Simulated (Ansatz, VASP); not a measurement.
**TiO2 (Rutile) in two plane-wave programs**

Wanted: the spread between two codes on one cell, functional and k mesh.

Calculated with Ansatz 0.2.0; plane waves, with VASP 6.6.1 beside it; relaxation of cell and atoms at r2SCAN and relaxation of cell and atoms at BLYP with D3(BJ).

## Step 1: Set-up

The structure is tetragonal, space group P4_2/mnm (No. 136). Conventional cell: a = 4.592 Å, b = 4.592 Å, c = 2.957 Å, α = 90.00°, β = 90.00°, γ = 90.00°. Ti has 6 O at 1.95 to 1.98 Å nearest. Nearest to O lie 3 Ti at 1.95 to 1.98 Å. Farther neighbours and most contacts between anions are not listed.

As a file:

```
Ti O
1.0
     4.59220    0.00000    0.00000
     0.00000    4.59220    0.00000
     0.00000    0.00000    2.95740
Ti O
2 4
Direct
  0.00000 0.00000 0.00000
  0.50000 0.50000 0.50000
  0.30496 0.30496 0.00000
  0.19504 0.80496 0.50000
  0.69504 0.69504 0.00000
  0.80496 0.19504 0.50000
```

## Step 2: VASP: relaxation of cell and atoms, r2SCAN

The relaxed volume is the usual yardstick between codes: its relative difference is about their pressure difference at one cell divided by the bulk modulus.

Lines of VASP's logs that name or quote its potential files are left out, and so is its time.

The input, INCAR:

```
SYSTEM = TiO2
PREC = Accurate
ENCUT = 560
EDIFF = 1E-06
NELM = 100
ISMEAR = -1
SIGMA = 0.05
LREAL = .FALSE.
ALGO = Normal
METAGGA = R2SCAN
LASPH = .TRUE.
NBANDS = 30
LORBIT = 11
LWAVE = .FALSE.
LCHARG = .FALSE.
KPAR = 4
IBRION = 2
NSW = 60
ISIF = 3
EDIFFG = -0.01
```

The input, POSCAR:

```
TiO2
1.0
    4.5922000000      0.0000000000      0.0000000000
    0.0000000000      4.5922000000      0.0000000000
    0.0000000000      0.0000000000      2.9574000000
Ti O
2 4
Direct
    0.0000000000      0.0000000000      0.0000000000
    0.5000000000      0.5000000000      0.5000000000
    0.3049600000      0.3049600000      0.0000000000
    0.1950400000      0.8049600000      0.5000000000
    0.6950400000      0.6950400000      0.0000000000
    0.8049600000      0.1950400000      0.5000000000
```

The input, KPOINTS:

```
Automatic mesh
0
Gamma
5 5 8
0 0 0
```

The projector-augmented-wave data sets are Ti_sv and O (PBE family, release 64).

On the command line:

```bash
$ mpirun -np 4 vasp_std
```

Numbers of over 12 decimals in the logs are rounded to 6 here.

The log of the run:

```text
[banner, memory and clock lines left out]
running    4 mpi-ranks, on    1 nodes
 distrk:  each k-point on    1 cores,    4 groups
 distr:  one band on    1 cores,    1 groups

 POSCAR found type information on POSCAR TiO
 POSCAR found :  2 types and       6 ions
|                                                                             |
|               ----> ADVICE to this user running VASP <----                  |
|                                                                             |
|     You enforced a specific xc type in the INCAR file but a different       |
|     [... a line on the potential file left out ...]
|     I HOPE YOU KNOW WHAT YOU ARE DOING!                                     |
|                                                                             |

 LDA part: xc-table for (None), standard interpolation
 POSCAR, INCAR and KPOINTS ok, starting setup
 FFT: planning ... GRIDC
 FFT: planning ... GRID_SOFT
 FFT: planning ... GRID
 WAVECAR not read
 entering main loop
       N       E                     dE             d eps       ncg     rms          rms(c)
DAV:   1     0.689613199812E+03    0.68961E+03   -0.26130E+04  1800   0.202E+03
DAV:   2     0.183990435197E+02   -0.67121E+03   -0.63863E+03  1924   0.589E+02
DAV:   3    -0.962302076936E+02   -0.11463E+03   -0.11085E+03  2690   0.218E+02
DAV:   4    -0.101738100898E+03   -0.55079E+01   -0.54994E+01  2510   0.478E+01
DAV:   5    -0.101956889296E+03   -0.21879E+00   -0.21872E+00  2474   0.805E+00    0.317E+01
DAV:   6    -0.688741408835E+02    0.33083E+02   -0.71191E+01  2278   0.102E+02    0.784E+00
DAV:   7    -0.696705100193E+02   -0.79637E+00   -0.49553E+00  2320   0.162E+01    0.596E+00
DAV:   8    -0.698105075712E+02   -0.14000E+00   -0.95968E-01  1940   0.800E+00    0.158E+00
DAV:   9    -0.697936853593E+02    0.16822E-01   -0.14295E-01  2346   0.293E+00    0.823E-01
DAV:  10    -0.698027994017E+02   -0.91140E-02   -0.92216E-02  2124   0.324E+00    0.763E-01
DAV:  11    -0.697981101015E+02    0.46893E-02   -0.31752E-02  2038   0.206E+00    0.101E-01
DAV:  12    -0.697983181750E+02   -0.20807E-03   -0.19016E-03  2288   0.365E-01    0.718E-02
DAV:  13    -0.697982610130E+02    0.57162E-04   -0.67910E-04  2498   0.187E-01    0.245E-02
DAV:  14    -0.697982531571E+02    0.78559E-05   -0.30217E-05  2084   0.438E-02    0.120E-02
DAV:  15    -0.697982524029E+02    0.75415E-06   -0.78087E-06  2290   0.271E-02
   1 F= -.69798252E+02 E0= -.69798252E+02  d E =-.697983E+02
[...]
2 F= -.69796510E+02 E0= -.69796510E+02  d E =0.174228E-02
[...]
3 F= -.69799935E+02 E0= -.69799935E+02  d E =-.168221E-02
[...]
4 F= -.69799935E+02 E0= -.69799935E+02  d E =-.168249E-02
 curvature:  -0.21 expect dE=-0.364E-04 dE for cont linesearch -0.457E-06
 ZBRENT: accuracy reached
 trial: gam= 0.03684 g(F)=  0.727E-04 g(S)=  0.987E-04 ort =-0.133E-03 (trialstep = 0.883E+00)
 search vector abs. value=  0.173E-03
 bond charge predicted
       N       E                     dE             d eps       ncg     rms          rms(c)
DAV:   1    -0.698000331735E+02   -0.97692E-04   -0.25249E-02  1800   0.133E+00    0.754E-02
DAV:   2    -0.698000389728E+02   -0.57993E-05   -0.88987E-04  2254   0.208E-01    0.462E-02
DAV:   3    -0.698000182312E+02    0.20742E-04   -0.65047E-05  2844   0.722E-02    0.158E-02
DAV:   4    -0.698000164959E+02    0.17354E-05   -0.12391E-05  2186   0.281E-02    0.553E-03
DAV:   5    -0.698000169016E+02   -0.40576E-06   -0.12435E-06  1084   0.958E-03
   5 F= -.69800017E+02 E0= -.69800017E+02  d E =-.820072E-04
 trial-energy change:   -0.000082  1 .order   -0.000083   -0.000147   -0.000019
 step:   1.0140(harm=  1.0140)  dis= 0.00078  next Energy=   -69.800019 (dE=-0.844E-04)
 reached required accuracy - stopping structural energy minimisation
```

From OUTCAR (step 2):

```text
ion  position               nearest neighbor table
   1  0.000  0.000  0.000-   4 1.95   6 1.95   4 1.95   6 1.95   5 1.98   3 1.98
   2  0.500  0.500  0.500-   3 1.95   5 1.95   3 1.95   5 1.95   4 1.98   6 1.98
   3  0.305  0.305  0.000-   2 1.95   2 1.95   1 1.98
   4  0.195  0.805  0.500-   1 1.95   1 1.95   2 1.98
   5  0.695  0.695  0.000-   2 1.95   2 1.95   1 1.98
   6  0.805  0.195  0.500-   1 1.95   1 1.95   2 1.98

  LATTYP: Found a simple tetragonal cell.
 ALAT       =     4.5922000000
 C/A-ratio  =     0.6440050520

 Subroutine GETGRP returns: Found 16 space group operations
 (whereof  8 operations were pure point group operations)

The static configuration has the point symmetry D_2h.
 The point group associated with its full space group is D_4h.

 Found     30 irreducible k-points:

   k-points           NKPTS =     30   k-points in BZ     NKDIM =     30   number of bands    NBANDS=     30

   dimension x,y,z NGX =    36 NGY =   36 NGZ =   24
   dimension x,y,z NGXF=    72 NGYF=   72 NGZF=   48

   ENCUT  =  560.0 eV  41.16 Ry    6.42 a.u.   8.86  8.86  5.71*2*pi/ulx,y,z

   NELECT =      48.0000    total number of electrons

 k-points in reciprocal lattice and weights: Automatic mesh
   0.00000000  0.00000000  0.00000000       0.005
   0.20000000  0.00000000  0.00000000       0.020
   0.40000000  0.00000000  0.00000000       0.020
   0.20000000  0.20000000  0.00000000       0.020
   0.40000000  0.20000000  0.00000000       0.040
   0.40000000  0.40000000  0.00000000       0.020
   0.00000000  0.00000000  0.12500000       0.010
   0.20000000  0.00000000  0.12500000       0.040
   0.40000000  0.00000000  0.12500000       0.040
[...]
0.40000000  0.20000000  0.50000000       0.040
   0.40000000  0.40000000  0.50000000       0.020

 average (electrostatic) potential at core
       1 -80.9592       2 -80.9592       3 -73.0351       4 -73.0351       5 -73.0351
       6 -73.0351

 E-fermi :   5.4759

 k-point     1 :       0.0000    0.0000    0.0000
  band No.  band energies     occupation
    ...
     20       2.4196      2.00000
     21       3.7338      2.00000
     22       4.0126      2.00000
     23       4.0126      2.00000
     24       4.5047      2.00000
     25       6.7168      0.00000
     26       7.0375      0.00000
     27       7.2658      0.00000
     28       7.3598      0.00000
     29       7.3598      0.00000
    ...

 k-point     2 :       0.2000    0.0000    0.0000
  band No.  band energies     occupation
    ...
     20       2.4524      2.00000
     21       3.3453      2.00000
     22       3.4944      2.00000
     23       3.7285      2.00000
     24       4.3505      2.00000
     25       6.9215      0.00000
     26       7.2897      0.00000
     27       7.5130      0.00000
     28       7.5362      0.00000
     29       7.5661      0.00000
    ...

 k-point     3 :       0.4000    0.0000    0.0000
  band No.  band energies     occupation
    ...
     20       1.9913      2.00000
     21       2.6261      2.00000
     22       3.0152      2.00000
     23       3.5994      2.00000
     24       3.9405      2.00000
     25       7.2739      0.00000
     26       7.4555      0.00000
     27       7.8075      0.00000
     28       7.8608      0.00000
     29       8.1078      0.00000
    ...

  Total        0.0093714      0.0093714     -0.0199220      0.0000000      0.0000000      0.0000000
  in kB        0.2395222      0.2395222     -0.5091853      0.0000000      0.0000000      0.0000000
  external PRESSURE =      -0.0100469 kB  Pullay stress =       0.0000000 kB

  energy-cutoff  :      560.00
  volume of cell :       62.69
      direct lattice vectors                 reciprocal lattice vectors
     4.601048942 -0.000000000  0.000000000     0.217341744  0.000000000  0.000000000
    -0.000000000  4.601048942  0.000000000     0.000000000  0.217341744  0.000000000
     0.000000000  0.000000000  2.961113389     0.000000000  0.000000000  0.337710810

 POSITION                                       TOTAL-FORCE (eV/Angst)
 -----------------------------------------------------------------------------------
      4.60105     -0.00000      0.00000         0.000000      0.000000     -0.000000
      2.30052      2.30052      1.48056         0.000000      0.000000     -0.000000
      1.40127      1.40127      2.96111        -0.000524     -0.000524      0.000000
      0.89926      3.70179      1.48056         0.000524     -0.000524     -0.000000
      3.19978      3.19978      0.00000         0.000524      0.000524     -0.000000
      3.70179      0.89926      1.48056        -0.000524      0.000524     -0.000000
 -----------------------------------------------------------------------------------
    total drift:                                0.000000      0.000000     -0.000000

  FREE ENERGIE OF THE ION-ELECTRON SYSTEM (eV)
  ---------------------------------------------------
  free  energy   TOTEN  =       -69.8000169016 eV

  energy  without entropy=      -69.8000169016  energy(sigma->0) =      -69.80001690

 reached required accuracy - stopping structural energy minimisation

 total charge
# of ion       s       p       d       tot
------------------------------------------
    1        2.217   6.299   1.640  10.155
    2        2.217   6.299   1.640  10.155
    3        1.574   3.531   0.000   5.105
    4        1.574   3.531   0.000   5.105
    5        1.574   3.531   0.000   5.105
    6        1.574   3.531   0.000   5.105
--------------------------------------------------
tot         10.731  26.720   3.280  40.731

[... 3 further parts left out ...]
```

CONTCAR:

```
TiO2
   1.00000000000000
     4.6010489416901130   -0.0000000000000000    0.0000000000000000
    -0.0000000000000000    4.6010489416901130    0.0000000000000000
     0.0000000000000000    0.0000000000000000    2.9611133893488004
  Ti              O
     2     4
Direct
     1.0000000000000000    0.0000000000000000    0.0000000000000000
     0.5000000000000000    0.5000000000000000    0.5000000000000000
     0.3045535173929174    0.3045535173929174    1.0000000000000000
     0.1954464826070826    0.8045535173929174    0.5000000000000000
     0.6954464826070826    0.6954464826070826    0.0000000000000000
     0.8045535173929174    0.1954464826070826    0.5000000000000000
```

This run has no spin polarisation, so a moment on Ti, if there is one, isn't seen. The PAW data sets were made with PBE, which is usual practice but a small mismatch for other functionals. The run keeps the 16 symmetry operations of its start, so it cannot find a distortion of lower symmetry.

## Step 3: Ansatz: relaxation of cell and atoms, r2SCAN

Ansatz runs on its default PAW (the set named soft_2) files.

The same cell, functional, mesh and smearing now go to Ansatz, which takes its cutoff from its data sets.

The input, input.yaml:

```yaml
crystal:
  lattice:
    - [4.5922, 0.0, 0.0]
    - [0.0, 4.5922, 0.0]
    - [0.0, 0.0, 2.9574]
  atoms:
    - { symbol: Ti, position: [0.0, 0.0, 0.0] }
    - { symbol: Ti, position: [0.5, 0.5, 0.5] }
    - { symbol: O, position: [0.30496, 0.30496, 0.0] }
    - { symbol: O, position: [0.19504, 0.80496, 0.5] }
    - { symbol: O, position: [0.69504, 0.69504, 0.0] }
    - { symbol: O, position: [0.80496, 0.19504, 0.5] }
hamiltonian:
  xc: r2scan
  pseudopotentials: { kind: paw }
kpoints:
  mp_grid: { grid: [5, 5, 8] }
scf:
  occupations: { method: fermi_dirac, width: 0.05 }
relax:
  f_tol: 0.01
  max_steps: 60
  cell: { stress_tol: 0.05 }
output:
  forces: true
  stress: true
  write_density: true
  write_potential: true
  elf: true
  volumetric_format: npy
```

On the command line:

```bash
$ ansatz run input.yaml --threads 4 --pin off --max-ram 9216MiB --backend cpu --events-out ev --progress --plain --runs-dir out
```

The log of the run:

```text
Engine: ansatz 0.2.0, aarch64-unknown-linux-gnu
Pseudopotentials: kind: paw
Pseudopotential: Ti, paw, valence charge 12, recommended cutoff 500 eV (meta_gga), Ti.paw.azcp
Pseudopotential: O, paw, valence charge 6, recommended cutoff 500 eV (meta_gga), O.paw.azcp
Functional definition: r2SCAN
  parameter k0 = 0.174
  parameter k1 = 0.065
  parameter a1 = 4.9479
  exchange = r2scan_x(k0 = k0, k1 = k1, a1 = a1)
  correlation = r2scan_c
Crystal: 6 atoms, lattice volume = 62.367 Å³
Basis set: ecut = 500 eV, 1559 PW (Γ), exchange–correlation on 144×144×96 points (64 copies of the dense FFT grid, shifted against one another)
Bands: 30, of which v1, the nominal top of the filled ones, is band 24 counted from 1 (23 counted from 0)
Symmetry: 16 space group operations
Space group: P42/mnm (ITA 136), of the structure as read, at distance tolerance 4.0e-5 Å
k-points: 30 of 200
Non-local potential: Ti, projectors of the file, l = 0: 3, l = 1: 2, l = 2: 3, l = 3: 1
Non-local potential: O, projectors of the file, l = 0: 2, l = 1: 2, l = 2: 1
PAW form: soft (Blöchl's): semilocal exchange-correlation on the pseudo side does not see the compensation charge
PAW frozen core: Ti, regenerated for the run's functional (the file was generated under x = pbe(κ = 0.804, μ = 0.219515), c = pbe(β = 0.066725))
PAW frozen core: O, regenerated for the run's functional (the file was generated under x = pbe(κ = 0.804, μ = 0.219515), c = pbe(β = 0.066725))
PAW one-centre angular grid: Ti, 590 points (default); XC on 160 Gauss nodes
PAW one-centre angular grid: O, 302 points (default); XC on 160 Gauss nodes
Initial density: superposition of atomic densities (neutral atoms: chi_scale 0, normalization atom), corrected by the library's trained network
Initial wavefunctions: pseudopotential atomic-orbital guess
Functional: x = r2scan, c = r2scan; τ floored in thin density (d = 2e-4 eV/Å³)
SCF iter   1: F=—  HF=-7292.561449 eV  |F-HF|=—  |Δ(HF+E_count)|=         —  Δρ=2.75e-2  dr2=5.49e-1  dr2_τ=3.86e-1  ethr=1.77e-3  ⟨swp⟩=5.4  Hψ=3618  notcnv=0
preconditioner: auto → Resta (q_TF=auto, 2.612 Å⁻¹)  ε∞=7.3  [insulator: Δε(μ)=2.747 eV  Ē_g=10.567 eV  σ=0.050 eV  W_gap=1.00  n_scr=18 (ndim 8)  ℏωp=26.6 eV  f_vac=0.016  D(μ)=0.00/eV (n_scr^D=0)  ε∞_Penn≈7.3]
SCF iter   2: F=—  HF=-7292.582922 eV  |F-HF|=—  |Δ(HF+E_count)|=   2.15e-2  Δρ=1.21e-2  dr2=4.39e-2  dr2_τ=2.80e-2  ethr=1.14e-3  ⟨swp⟩=3.0  Hψ=1982  notcnv=0  defer=42
SCF iter   3: F=—  HF=-7292.577572 eV  |F-HF|=—  |Δ(HF+E_count)|=   5.35e-3  Δρ=4.04e-3  dr2=6.05e-3  dr2_τ=5.38e-4  ethr=9.14e-5  ⟨swp⟩=2.0  Hψ=1476  notcnv=0  defer=42
SCF iter   4: F=—  HF=-7292.577378 eV  |F-HF|=—  |Δ(HF+E_count)|=   1.94e-4  Δρ=1.16e-3  dr2=4.23e-4  dr2_τ=1.05e-4  ethr=1.26e-5  ⟨swp⟩=2.0  Hψ=1350  notcnv=0  defer=42
SCF iter   5: F=—  HF=-7292.577446 eV  |F-HF|=—  |Δ(HF+E_count)|=   6.83e-5  Δρ=1.83e-4  dr2=2.37e-5  dr2_τ=1.45e-6  ethr=8.81e-7  ⟨swp⟩=2.1  Hψ=1263  notcnv=0  defer=42
SCF iter   6: F=—  HF=-7292.577449 eV  |F-HF|=—  |Δ(HF+E_count)|=   3.14e-6  Δρ=4.78e-5  dr2=1.96e-6  dr2_τ=9.69e-8  ethr=4.94e-8  ⟨swp⟩=2.0  Hψ=1585  notcnv=0  defer=42
SCF iter   7: F=—  HF=-7292.577449 eV  |F-HF|=—  |Δ(HF+E_count)|=   5.69e-8  Δρ=1.99e-5  dr2=2.89e-7  dr2_τ=1.42e-8  ethr=4.08e-9  ⟨swp⟩=2.1  Hψ=1239  notcnv=0  defer=42
SCF iter   8: F=-7292.577449 eV  HF=-7292.577449 eV  |F-HF|=2.24e-9  |Δ(HF+E_count)|=   2.16e-8  Δρ=2.52e-6  dr2=4.47e-9  dr2_τ=7.07e-11  ethr=2.08e-10  ⟨swp⟩=7.8  Hψ=4879  notcnv=0
SCF 1 converged in 8 iterations: F = -7292.577449 eV  dr2 = 4.47e-9
  greatest PAW one-centre occupation: 1.000 electrons in one spin orbital (limit 2), on the Ti atom at site 0 (counted from 0), in its partial waves of l = 0
relax step   1: F+E_penalty+E_count = -7292.57744925 eV  Δ(F+E_penalty+E_count) = +0.000e0 eV  max|allowed force component| = 3.596e-2 eV/Å  Δτ_max = 0.0000 Å  P = +0.201 GPa  Ω = 62.367 Å³  (8 SCF iters, dr2 threshold 1.00e-7 eV, accepted)
[...]
relax step   2: F+E_penalty+E_count = -7292.57780498 eV  Δ(F+E_penalty+E_count) = -3.557e-4 eV  max|allowed force component| = 3.891e-3 eV/Å  Δτ_max = 0.0026 Å  P = +0.049 GPa  Ω = 62.406 Å³  energy of the carried Pulay correction = -2.693e-5 eV  (4 SCF iters, dr2 threshold 3.89e-7 eV, accepted)
[...]
relax step   3: F+E_penalty+E_count = -7292.57784284 eV  Δ(F+E_penalty+E_count) = -3.786e-5 eV  max|allowed force component| = 3.022e-3 eV/Å  Δτ_max = 0.0005 Å  P = +0.017 GPa  Ω = 62.412 Å³  energy of the carried Pulay correction = -3.046e-5 eV  (4 SCF iters, dr2 threshold 1.57e-7 eV, accepted)
[...]
relax step   4: F+E_penalty+E_count = -7292.57784330 eV  Δ(F+E_penalty+E_count) = -4.539e-7 eV  max|allowed force component| = 1.817e-3 eV/Å  Δτ_max = 0.0001 Å  P = +0.000 GPa  Ω = 62.414 Å³  energy of the carried Pulay correction = -3.201e-5 eV  (4 SCF iters, dr2 threshold 6.96e-9 eV, accepted)
[...]
relax step   5: F+E_penalty+E_count = -7292.57787140 eV  Δ(F+E_penalty+E_count) = -2.810e-5 eV  max|allowed force component| = 1.809e-3 eV/Å  Δτ_max = 0.0000 Å  P = -0.000 GPa  Ω = 62.414 Å³  stress off target by 1.59e-2 GPa  SCF on the basis re-selected at this cell (its energy is not comparable with the rows above)  (5 SCF iters)
basis re-selected at this cell: Δ(F+E_penalty+E_count) = -2.810e-5 eV, ΔP = -0.000 GPa vs the last step (what re-selecting the basis moved, of the pressure what is left beyond the Pulay correction that the steps carried, after the strain that the cell walked since its last selection, with what the two solves' SCF thresholds leave and, on support functions, any second-order correction that the steps lacked; it is no m [...]
SCF converged after 5 iterations
Free energy (F): -7292.577871 eV
Harris-Foulkes:  -7292.577871 eV  (|F-HF|=1.09e-11)
Internal energy: -7292.577871 eV  (E = F + TS)
E sigma→0 (E₀):  -7292.577871 eV
Fermi energy:    9.890471 eV
--- Per-component energies (eV) ---
  E_band       = -440.854478
  E_kinetic    = 1251.132692
  E_local      = -3079.180562  (includes V_loc(G=0)·N_el)
  E_nonlocal   = 191.765005
  E_hartree    = 1170.451381
  E_xc         = -482.936072
  E_vxc        = -693.267502  (∫ρ·V_xc dr)
  E_paw        = -2747.306358  (= ΣΔE_a)
  E_vpaw       = -497.806392  (= ΣTr[D̂ρ^β])
  E_aug_tail   = 0.004761  (compensation charges beyond the density's cutoff)
  E_vtau       = 45.594798  (kinetic-family band-sum trace: ∫τ·v_τ [+ j·A + Jᵃ·Aᵃ] dr)
  E_ewald      = -3595.874040
  E_core_change = -0.634678  (= ΣΔE_core)
  E_smearing   = -0.000000  (= −TS)
  E_closure    = -0.000000  (closes the sum)
  Σ components = -7292.577871   (vs F -7292.577871, Δ=0.00e0)
--- Forces (eV/Å), atoms counted from 1 ---
  atom   1  Ti    -0.00000000    -0.00000000    -0.00000000
  atom   2  Ti    -0.00000000    -0.00000000    -0.00000000
  atom   3  O     -0.00180868    -0.00180868    -0.00000000
  atom   4  O      0.00180868    -0.00180868    -0.00000000
  atom   5  O      0.00180868     0.00180868     0.00000000
  atom   6  O     -0.00180868     0.00180868     0.00000000
  max |Σ_I F_I| component: 2.60e-18 eV/Å
--- Stress (GPa, compression-positive) ---
       -0.008688       0.000000       0.000000
        0.000000      -0.008688       0.000000
        0.000000       0.000000       0.015888
  P = ⅓ Tr σ = -0.0005 GPa (-0.005 kbar)
--- Band table (eV; the first three rows and the last of 30) ---
  k-point 0: bands = [... 20 lower, 8.0619, 8.3289, 8.3289, 8.8069, 11.0273, 11.3501, 11.5691, 11.6672, ... 2 higher]
  k-point 1: bands = [... 20 lower, 7.4434, 8.0273, 8.0273, 8.7204, 11.3933, 11.4730, 11.4864, 11.8561, ... 2 higher]
  k-point 2: bands = [... 20 lower, 6.9674, 7.2963, 7.2963, 8.3247, 11.3902, 11.7227, 12.0075, 12.2836, ... 2 higher]
  k-point 29: bands = [... 20 lower, 7.3830, 7.4648, 7.9478, 8.0569, 11.4327, 11.7817, 12.3482, 12.4125, ... 2 higher]
--- Relaxed structure (4 steps of the walk, 4 accepted, 1 SCFs on fresh bases) ---
  F+E_penalty+E_count = -7292.57787140 eV   max|allowed force component| = 1.809e-3 eV/Å   (the final SCF, on the basis selected at the relaxed cell)
  cell:  # Å, volume = 62.4140 Å³
    - [4.596935, 0, 0.0]
    - [0, 4.596935, 0.0]
    - [0.0, 0.0, 2.953557]
  atoms:
    - { symbol: Ti, position: [0, 0, 0.0] }
    - { symbol: Ti, position: [0.500000, 0.500000, 0.5] }
    - { symbol: O, position: [0.304632, 0.304632, 0.0] }
    - { symbol: O, position: [0.195368, 0.804632, 0.5] }
    - { symbol: O, position: [0.695368, 0.695368, 0.0] }
    - { symbol: O, position: [0.804632, 0.195368, 0.5] }
```

Elapsed: 12 s, on 4 threads of Arm Neoverse V1, shared host; peak memory 0.54 GiB.

[end of part 1 of 2]

[Lines on the potential files, build, host, timing and source positions are cut from VASP's logs without a mark.]

[Logs are printed without paths, hosts, clocks, repeated set-up lines and the standing remarks that a program may print on its own settings, such as how far it seeks lower states.]

[Hosts, paths, dates, database ids (printed as entryN), source tags and the programs' standing remarks are cut or masked in the printed files.]
